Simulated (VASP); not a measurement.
Level of theory: PBE GGA, VASP's PBE PAW potentials (set 64) (plane waves; VASP).

Input for VASP

### POSCAR
```
CaB6
1
    3.9993749024    -0.0000000000     0.0000000000
    0.0000000000     3.9993749024     0.0000000000
   -0.0000000000    -0.0000000000     3.9993749024
Ca B
1 6
Direct
  0.0000000000   0.0000000000   0.0000000000
  0.8001188624   0.5000000000   0.5000000000
  0.5000000000   0.1998811376   0.5000000000
  0.5000000000   0.8001188624   0.5000000000
  0.1998811376   0.5000000000   0.5000000000
  0.5000000000   0.5000000000   0.8001188624
  0.5000000000   0.5000000000   0.1998811376
```

KPOINTS:
```
K-points
0
Gamma
6 6 6
```

**INCAR**
```
ALGO=Normal
EDIFF=1E-6
EDIFFG=-0.02
ENCUT=620
GGA=PE
IBRION=2
ISIF=3
ISMEAR=0
LASPH=T
LCHARG=F
LREAL=F
LWAVE=F
NELM=100
NSW=40
PREC=Accurate
PSTRESS=200
SIGMA=0.05
SYSTEM=CaB6
```

POTCAR, in this order: Ca_sv B (PBE.64 set). Program: vasp_std.

Output

File OUTCAR:
```
 ion  position               nearest neighbor table
   1  0.000  0.000  0.000-
   2  0.800  0.500  0.500-   5 1.60   4 1.70   3 1.70   6 1.70   7 1.70
   3  0.500  0.200  0.500-   4 1.60   2 1.70   5 1.70   6 1.70   7 1.70
   4  0.500  0.800  0.500-   3 1.60   2 1.70   5 1.70   6 1.70   7 1.70
   5  0.200  0.500  0.500-   2 1.60   3 1.70   4 1.70   6 1.70   7 1.70
   6  0.500  0.500  0.800-   7 1.60   3 1.70   4 1.70   5 1.70   2 1.70
   7  0.500  0.500  0.200-   6 1.60   3 1.70   4 1.70   5 1.70   2 1.70
  LATTYP: Found a simple cubic cell.
 ALAT       =     3.9993749024
 Subroutine PRICEL returns:
 Original cell was already a primitive cell.
 Subroutine GETGRP returns: Found 48 space group operations
The static configuration has the point symmetry O_h .
The dynamic configuration has the point symmetry O_h .
 Subroutine INISYM returns: Found 48 space group operations
 Subroutine IBZKPT returns following result:
 Found     20 irreducible k-points:

 Following reciprocal coordinates:
            Coordinates               Weight
  0.000000  0.000000  0.000000      1.000000
  0.166667  0.000000  0.000000      6.000000
  0.333333  0.000000  0.000000      6.000000
  0.500000  0.000000  0.000000      3.000000
  0.166667  0.166667  0.000000     12.000000
  0.333333  0.166667  0.000000     24.000000
  0.500000  0.166667  0.000000     12.000000
  0.333333  0.333333  0.000000     12.000000
  0.500000  0.333333  0.000000     12.000000
  0.500000  0.500000  0.000000      3.000000
  0.166667  0.166667  0.166667      8.000000
  0.333333  0.166667  0.166667     24.000000
  0.500000  0.166667  0.166667     12.000000
  0.333333  0.333333  0.166667     24.000000
  0.500000  0.333333  0.166667     24.000000
  0.500000  0.500000  0.166667      6.000000
  0.333333  0.333333  0.333333      8.000000
  0.500000  0.333333  0.333333     12.000000
  0.500000  0.500000  0.333333      6.000000
...
```

OSZICAR:
```
       N       E                     dE             d eps       ncg     rms          rms(c)
DAV:   1     0.189815726703E+03    0.18982E+03   -0.15392E+04   720   0.171E+03
DAV:   2    -0.432011775154E+02   -0.23302E+03   -0.22600E+03  1004   0.365E+02
DAV:   3    -0.504971088949E+02   -0.72959E+01   -0.71681E+01  1120   0.665E+01
DAV:   4    -0.506499525121E+02   -0.15284E+00   -0.15268E+00  1102   0.758E+00
DAV:   5    -0.506524524748E+02   -0.25000E-02   -0.24995E-02  1036   0.801E-01    0.110E+01
DAV:   6    -0.455029236879E+02    0.51495E+01   -0.85260E+00   916   0.191E+01    0.567E+00
DAV:   7    -0.446054149589E+02    0.89751E+00   -0.59288E+00   948   0.121E+01    0.169E+00
DAV:   8    -0.446312507432E+02   -0.25836E-01   -0.10709E+00  1002   0.660E+00    0.922E-01
DAV:   9    -0.445937005952E+02    0.37550E-01   -0.14150E-01   964   0.217E+00    0.210E-01
DAV:  10    -0.445940705181E+02   -0.36992E-03   -0.29046E-02  1132   0.892E-01    0.148E-01
DAV:  11    -0.445940505639E+02    0.19954E-04   -0.19222E-03   962   0.315E-01    0.688E-02
DAV:  12    -0.445940170728E+02    0.33491E-04   -0.28888E-04  1004   0.118E-01    0.250E-02
DAV:  13    -0.445940135755E+02    0.34973E-05   -0.12721E-04   966   0.701E-02    0.741E-03
DAV:  14    -0.445940128286E+02    0.74695E-06   -0.85661E-06   910   0.223E-02
   1 F= -.36608630E+02 E0= -.36608523E+02  d E =-.366086E+02
```

### OUTCAR
```
------------------------ aborting loop because EDIFF is reached ----------------------------------------
  FORCE on cell =-STRESS in cart. coord.  units (eV):
  Direction    XX          YY          ZZ          XY          YZ          ZX
  --------------------------------------------------------------------------------------
  Total        7.9693586      7.9693586      7.9693586     -0.0000000     -0.0000000      0.0000000
  in kB      199.5986503    199.5986503    199.5986503     -0.0000000     -0.0000000      0.0000000
  external PRESSURE =      -0.4013497 kB  Pullay stress =     200.0000000 kB
  volume of cell :       63.97
      direct lattice vectors                 reciprocal lattice vectors
     3.999374902  0.000000000  0.000000000     0.250039075  0.000000000  0.000000000
     0.000000000  3.999374902  0.000000000     0.000000000  0.250039075  0.000000000
     0.000000000  0.000000000  3.999374902     0.000000000  0.000000000  0.250039075
 POSITION                                       TOTAL-FORCE (eV/Angst)
 -----------------------------------------------------------------------------------
      0.00000      0.00000      0.00000         0.000000     -0.000000      0.000000
      3.19998      1.99969      1.99969         0.000069     -0.000000      0.000000
      1.99969      0.79940      1.99969         0.000000     -0.000069      0.000000
      1.99969      3.19998      1.99969        -0.000000      0.000069     -0.000000
      0.79940      1.99969      1.99969        -0.000069      0.000000      0.000000
      1.99969      1.99969      3.19998         0.000000     -0.000000      0.000069
      1.99969      1.99969      0.79940        -0.000000     -0.000000     -0.000069
 -----------------------------------------------------------------------------------
    total drift:                               -0.000000     -0.000000      0.000000
  FREE ENERGIE OF THE ION-ELECTRON SYSTEM (eV)
  ---------------------------------------------------
  free  energy   TOTEN  =       -44.5940128286 eV

  energy  without entropy=      -44.5937995609  energy(sigma->0) =      -44.59390619
  enthalpy is  TOTEN    =       -36.6086295872 eV   P V=        7.9853832414

 reached required accuracy - stopping structural energy minimisation
```
(Selected blocks of OUTCAR.)

The compound is CaB6 in the cab6 structure. It was relaxed first under an external pressure of 20 GPa.
